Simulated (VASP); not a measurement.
# KCdF3 (Pm-3m) in VASP: notebook

One crystal, KCdF3, is run at these levels: LDA; tasks: single point.

All numbers are computed with VASP 6.6.1; they aren't measurements. Logs are shortened: lines on timing, memory, paths and dates and some standing lists are left out, and cuts for length are marked.

## 1. The structure

The structure is cubic, space group Pm-3m (No. 221). Conventional cell: a = 4.382 Å, b = 4.382 Å, c = 4.382 Å, α = 90.00°, β = 90.00°, γ = 90.00°. K (site symmetry m-3m) has 12 F at 3.10 Å as nearest neighbours. Cd (site symmetry m-3m) has 6 F at 2.19 Å as nearest neighbours. F (site symmetry 4/mmm) has 2 Cd at 2.19 Å as nearest neighbours.

The cell comes from a database or a generator and needn't be the stable form of this composition.

## 2. Single point, LDA

File INCAR:

```
SYSTEM = KCdF3
PREC = Accurate ; ENCUT = 520
EDIFF = 1E-7 ; ISMEAR = 0
SIGMA = 0.05 ; LREAL = .FALSE.
LASPH = .TRUE. ; NELM = 100
ALGO = Normal ; ISIF = 2
LWAVE = .FALSE. ; LCHARG = .TRUE.
LELF = .TRUE. ; LVHAR = .TRUE.
NBANDS = 29
```

File KPOINTS:

```
Automatic mesh
0
G
  6 6 6
  0 0 0
```

File POSCAR:

```
KCdF3
1.0
    4.3820890200      0.0000000000      0.0000000000
    0.0000000000      4.3820890200      0.0000000000
    0.0000000000      0.0000000000      4.3820890200
K Cd F
1 1 3
Direct
    0.0000000000      0.0000000000      0.0000000000
    0.5000000000      0.5000000000      0.5000000000
    0.0000000000      0.5000000000      0.5000000000
    0.5000000000      0.0000000000      0.5000000000
    0.5000000000      0.5000000000      0.0000000000
```

Potentials or basis: VASP PAW LDA potentials, release 64 (K_sv, Cd, F).

Started as:

```sh
$ cat potpaw_LDA.64/K_sv/POTCAR potpaw_LDA.64/Cd/POTCAR potpaw_LDA.64/F/POTCAR > POTCAR
$ mpirun -np 1 vasp_std > vasp.out
```

OUTCAR:

```text
SYSTEM = KCdF3
   PREC = Accurate
   ENCUT = 520
   EDIFF = 1E-7
   ISMEAR = 0
   LREAL = .FALSE.
   LASPH = .TRUE.
   NELM = 100
   ISIF = 2

 ion  position               nearest neighbor table
   1  0.000  0.000  0.000-   2 3.80   2 3.80   2 3.80   2 3.80   2 3.80   2 3.80   2 3.80   2 3.80

   2  0.500  0.500  0.500-   3 2.19   4 2.19   5 2.19   5 2.19   4 2.19   3 2.19   1 3.80   1 3.80
                             1 3.80   1 3.80   1 3.80   1 3.80   1 3.80   1 3.80
   3  0.000  0.500  0.500-   2 2.19   2 2.19
   4  0.500  0.000  0.500-   2 2.19   2 2.19
   5  0.500  0.500  0.000-   2 2.19   2 2.19

  LATTYP: Found a simple cubic cell.
 ALAT       =     4.3820890200

  Lattice vectors:

 A1 = (   4.3820890200,   0.0000000000,   0.0000000000)
 A2 = (   0.0000000000,   4.3820890200,   0.0000000000)
 A3 = (   0.0000000000,   0.0000000000,   4.3820890200)

Analysis of symmetry for initial positions (statically):
=====================================================================
 Subroutine PRICEL returns:
 Original cell was already a primitive cell.

 Routine SETGRP: Setting up the symmetry group for a
 simple cubic supercell.

 Subroutine GETGRP returns: Found 48 space group operations
 (whereof 48 operations were pure point group operations)
 out of a pool of 48 trial point group operations.

The static configuration has the point symmetry O_h .

Analysis of symmetry for dynamics (positions and initial velocities):
=====================================================================
 Subroutine PRICEL returns:
 Original cell was already a primitive cell.

 Routine SETGRP: Setting up the symmetry group for a
 simple cubic supercell.

 Subroutine GETGRP returns: Found 48 space group operations
 (whereof 48 operations were pure point group operations)
 out of a pool of 48 trial point group operations.

The dynamic configuration has the point symmetry O_h .

 Subroutine INISYM returns: Found 48 space group operations
 (whereof 48 operations are pure point group operations),
 and found     1 'primitive' translations

----------------------------------------------------------------------------------------

                                     Primitive cell

  volume of cell :      84.1480

  direct lattice vectors                    reciprocal lattice vectors
     4.382089020  0.000000000  0.000000000     0.228201663  0.000000000  0.000000000
     0.000000000  4.382089020  0.000000000     0.000000000  0.228201663  0.000000000
     0.000000000  0.000000000  4.382089020     0.000000000  0.000000000  0.228201663

  length of vectors
     4.382089020  4.382089020  4.382089020     0.228201663  0.228201663  0.228201663

  position of ions in fractional coordinates (direct lattice)
     0.000000000  0.000000000  0.000000000
     0.500000000  0.500000000  0.500000000
     0.000000000  0.500000000  0.500000000
     0.500000000  0.000000000  0.500000000
     0.500000000  0.500000000  0.000000000

  ion indices of the primitive-cell ions
   primitive index   ion index
                 1           1
                 2           2
                 3           3
                 4           4
                 5           5

----------------------------------------------------------------------------------------

 KPOINTS: Automatic mesh

Automatic generation of k-mesh.
 Grid dimensions read from file:
 generate k-points for:    6    6    6

 Generating k-lattice:

  Cartesian coordinates                     Fractional coordinates (reciprocal lattice)
     0.038033610  0.000000000  0.000000000     0.166666667  0.000000000  0.000000000
     0.000000000  0.038033610  0.000000000     0.000000000  0.166666667  0.000000000
     0.000000000  0.000000000  0.038033610     0.000000000  0.000000000  0.166666667

  Length of vectors
     0.038033610  0.038033610  0.038033610

  Shift w.r.t. Gamma in fractional coordinates (k-lattice)
     0.000000000  0.000000000  0.000000000

 Subroutine IBZKPT returns following result:
 ===========================================

 Found     20 irreducible k-points:

 Following reciprocal coordinates:
            Coordinates               Weight
  0.000000  0.000000  0.000000      1.000000
  0.166667  0.000000  0.000000      6.000000
  0.333333  0.000000  0.000000      6.000000
  0.500000  0.000000  0.000000      3.000000
  0.166667  0.166667  0.000000     12.000000
  0.333333  0.166667  0.000000     24.000000
[... 12 lines left out ...]
  0.500000  0.500000  0.333333      6.000000
  0.500000  0.500000  0.500000      1.000000
   k-points           NKPTS =     20   k-points in BZ     NKDIM =     20   number of bands    NBANDS=     29
   number of dos      NEDOS =    301   number of ions     NIONS =      5
   total plane-waves  NPLWV =  46656
   dimension x,y,z NGX =    36 NGY =   36 NGZ =   36
   dimension x,y,z NGXF=    72 NGYF=   72 NGZF=   72
   ions per type =               1   1   3
   NGX,Y,Z   is equivalent  to a cutoff of  13.66, 13.66, 13.66 a.u.
   NGXF,Y,Z  is equivalent  to a cutoff of  27.32, 27.32, 27.32 a.u.
 SYSTEM =  KCdF3
   PREC   = accura    normal or accurate (medium, high low for compatibility)
   ISTART =      0    job   : 0-new  1-cont  2-samecut
   ICHARG =      2    charge: 1-file 2-atom 10-const
   ISPIN  =      1    spin polarized calculation?
   LNONCOLLINEAR =      F non collinear calculations
   LSORBIT =      F    spin-orbit coupling
   LASPH  =      T    aspherical Exc in radial PAW
   ENCUT  =  520.0 eV  38.22 Ry    6.18 a.u.   8.15  8.15  8.15*2*pi/ulx,y,z
   NELM   =    100;   NELMIN=  2; NELMDL= -5     # of ELM steps
   EDIFF  = 0.1E-06   stopping-criterion for ELM
   LREAL  =      F    real-space projection
   EDIFFG = 0.1E-05   stopping-criterion for IOM
   NSW    =      0    number of steps for IOM
   IBRION =     -1    ionic relax: 0-MD 1-quasi-New 2-CG
   NFREE  =      0    steps in history (QN), initial steepest desc. (CG)
   ISIF   =      2    stress and relaxation
   ISYM   =      2    0-nonsym 1-usesym 2-fastsym
   POTIM  = 0.5000    time-step for ionic-motion
   TEBEG  =    0.0;   TEEND  =   0.0 temperature during run
   PSTRESS=    0.0 pullay stress
   NELECT =      42.0000    total number of electrons
   NUPDOWN=      -1.0000    fix difference up-down
   EMIN   =  10.00;   EMAX   =-10.00  energy-range for DOS
   EFERMI =   0.00;   METHOD = LEGACY
   ISMEAR =     0;   SIGMA  =   0.05  broadening in eV -4-tet -1-fermi 0-gaus
   EFERMI_NEDOS =   21; number of points for ismear=-14 and -15
   IALGO  =     38    algorithm
   IMIX   =      4    mixing-type and parameters
     AMIX     =   0.40;   BMIX     =  1.00
     AMIX_MAG =   1.60;   BMIX_MAG =  1.00
  volume/ion in A,a.u.               =      16.83       113.57
  Fermi-wavevector in a.u.,A,eV,Ry     =   1.298604  2.454006 22.944488  1.686372
  Thomas-Fermi vector in A             =   2.429922
   LORBIT       =      0    0 simple, 1 ext, 2 COOP (PROOUT), +10 PAW based schemes
   GGA     = CA    functional components
   LHFCALC =     F    Hartree Fock is set to
   AEXX    =    0.0000 exact exchange contribution
   IVDW    =     0    specifies the selected vdW correction
   LEPSILON=     F    determine dielectric tensor
   LRPA    =     F    only Hartree local field effects (RPA)
 non-spin polarized calculation
 Gauss-broadening in eV      SIGMA  =   0.05
  energy-cutoff  :      520.00
  volume of cell :       84.15
 maximum number of plane-waves:      2301
 NGX is ok and might be reduce to    36
   NGX = 17   NGY = 17   NGZ = 17

 number of electron      41.9999948 magnetization

 Free energy of the ion-electron system (eV)
  ---------------------------------------------------
  ext. energy  EPLUGINS =         0.00000000
  ---------------------------------------------------
  free energy    TOTEN  =       -21.65580700 eV

  energy without entropy =      -21.65580700  energy(sigma->0) =      -21.65580700

 E-fermi :  -1.5739     XC(G=0):  -9.7061

 val. band max:       -1.8243080919   @ k =   0.5000   0.5000   0.5000
 cond. band min:       0.9748886616   @ k =   0.0000   0.0000   0.0000
 fundamental gap:      2.7991967534
 Fermi energy:        -1.5738783105

 k-point     1 :       0.0000    0.0000    0.0000
  band No.  band energies     occupation
      1     -29.0228      2.00000
      2     -22.4351      2.00000
      3     -22.1112      2.00000
      4     -22.1112      2.00000
      5     -12.7231      2.00000
      6     -12.7231      2.00000
[... 21 lines left out ...]
     28       8.3594      0.00000
     29      10.0491      0.00000

 k-point     2 :       0.1667    0.0000    0.0000
  band No.  band energies     occupation
      1     -29.0212      2.00000
      2     -22.4123      2.00000
      3     -22.1139      2.00000
      4     -22.1101      2.00000
      5     -12.7280      2.00000
      6     -12.7193      2.00000
[... 21 lines left out ...]
     28       8.3990      0.00000
     29      10.0644      0.00000

 k-point     3 :       0.3333    0.0000    0.0000
  band No.  band energies     occupation
      1     -29.0181      2.00000
      2     -22.3652      2.00000
      3     -22.1213      2.00000
      4     -22.1079      2.00000
      5     -12.7377      2.00000
      6     -12.7117      2.00000
[... 21 lines left out ...]
     28       8.4829      0.00000
     29      10.0516      0.00000

 k-point     4 :       0.5000    0.0000    0.0000
  band No.  band energies     occupation
      1     -29.0166      2.00000
      2     -22.3411      2.00000
      3     -22.1252      2.00000
      4     -22.1071      2.00000
      5     -12.7425      2.00000
      6     -12.7079      2.00000
[... 469 lines left out ...]
     28       8.8976      0.00000
     29       9.2649      0.00000

 k-point    19 :       0.5000    0.5000    0.3333
  band No.  band energies     occupation
      1     -29.0086      2.00000
      2     -22.1466      2.00000
      3     -22.1236      2.00000
      4     -22.1236      2.00000
      5     -12.7918      2.00000
      6     -12.7918      2.00000
[... 21 lines left out ...]
     28       9.0603      0.00000
     29       9.0603      0.00000

 k-point    20 :       0.5000    0.5000    0.5000
  band No.  band energies     occupation
      1     -29.0076      2.00000
      2     -22.1217      2.00000
      3     -22.1217      2.00000
      4     -22.1217      2.00000
      5     -12.8003      2.00000
      6     -12.8003      2.00000
[... 21 lines left out ...]
     28       9.2621      0.00000
     29       9.2621      0.00000

------------------------ aborting loop because EDIFF is reached ----------------------------------------

  FORCE on cell =-STRESS in cart. coord.  units (eV):
  Direction    XX          YY          ZZ          XY          YZ          ZX
  --------------------------------------------------------------------------------------
  -------------------------------------------------------------------------------------
  Total       -1.5093959     -1.5093959     -1.5093959      0.0000000      0.0000000     -0.0000000
  in kB      -28.7389022    -28.7389022    -28.7389022      0.0000000      0.0000000     -0.0000000
  external PRESSURE =     -28.7389022 kB  Pullay stress =       0.0000000 kB

 VOLUME and BASIS-vectors are now :
 -----------------------------------------------------------------------------
  energy-cutoff  :      520.00
  volume of cell :       84.15
      direct lattice vectors                 reciprocal lattice vectors
     4.382089020  0.000000000  0.000000000     0.228201663  0.000000000  0.000000000
     0.000000000  4.382089020  0.000000000     0.000000000  0.228201663  0.000000000
     0.000000000  0.000000000  4.382089020     0.000000000  0.000000000  0.228201663

 POSITION                                       TOTAL-FORCE (eV/Angst)
 -----------------------------------------------------------------------------------
      0.00000      0.00000      0.00000         0.000000      0.000000      0.000000
      2.19104      2.19104      2.19104         0.000000      0.000000      0.000000
      0.00000      2.19104      2.19104         0.000000      0.000000      0.000000
      2.19104      0.00000      2.19104         0.000000      0.000000      0.000000
      2.19104      2.19104      0.00000         0.000000      0.000000      0.000000
 -----------------------------------------------------------------------------------
    total drift:                                0.000000      0.000000      0.000000

  FREE ENERGIE OF THE ION-ELECTRON SYSTEM (eV)
  ---------------------------------------------------
  free  energy   TOTEN  =       -21.6558069963 eV

  energy  without entropy=      -21.6558069963  energy(sigma->0) =      -21.65580700
```

It took 38 s on 1 thread of Intel Xeon Platinum 8488C (Sapphire Rapids), shared host; peak memory 0.19 GiB.

Results:

| Quantity | Value |
| --- | --- |
| Free energy | -21.6558 eV |
| Pressure | -2.9 GPa |
| Band gap on the k mesh | 2.80 eV, indirect (least direct gap 4.59 eV) |

## 3. Single point, LDA

File INCAR:

```
SYSTEM = KCdF3
  PREC = Accurate
  ENCUT = 520
  EDIFF = 1E-6
  ISMEAR = 0
  SIGMA = 0.05
  LREAL = .False.
  LASPH = .True.
  NELM = 100
  ALGO = Normal
  ISIF = 2
  LWAVE = .False.
  LCHARG = .False.
  GGA = CA
  NBANDS = 29
```

File KPOINTS:

```
Automatic mesh
0
Gamma
  6 6 6
  0 0 0
```

POSCAR is that of step 2.

Potentials or basis: VASP PAW LDA potentials, release 64 (K_sv, Cd, F).

Started as:

```sh
$ cat potpaw_LDA.64/K_sv/POTCAR potpaw_LDA.64/Cd/POTCAR potpaw_LDA.64/F/POTCAR > POTCAR
$ mpirun -np 1 vasp_std > vasp.out
```

Wall time 36 s (1 thread of Intel Xeon Platinum 8488C (Sapphire Rapids), shared host); peak memory 0.19 GiB.

It converged, with:

```
Free energy            : -21.6558 eV
Pressure               : -2.9 GPa
Band gap on the k mesh : 2.80 eV, indirect (least direct gap 4.59 eV)
```

Levels at points of the mesh, in eV from the valence-band top:
```tsv
k point	band 17	band 18	band 19	band 20	band 21	band 22	band 23	band 24	band 25	band 26
(0.00, 0.00, 0.00)	-1.85	-1.85	-1.79	-1.79	-1.79	2.80	7.99	7.99	8.32	10.18
(0.50, 0.00, 0.00)	-1.86	-1.86	-1.77	-1.64	-1.64	5.39	6.65	8.74	9.80	9.80
(0.50, 0.50, 0.00)	-2.06	-1.69	-1.69	-1.44	0.00	6.76	8.36	8.36	8.60	10.32
(0.50, 0.50, 0.50)	-1.43	-1.43	-1.43	0.00	0.00	7.47	7.47	7.47	8.66	9.90
```

A k mesh can miss the band edges.
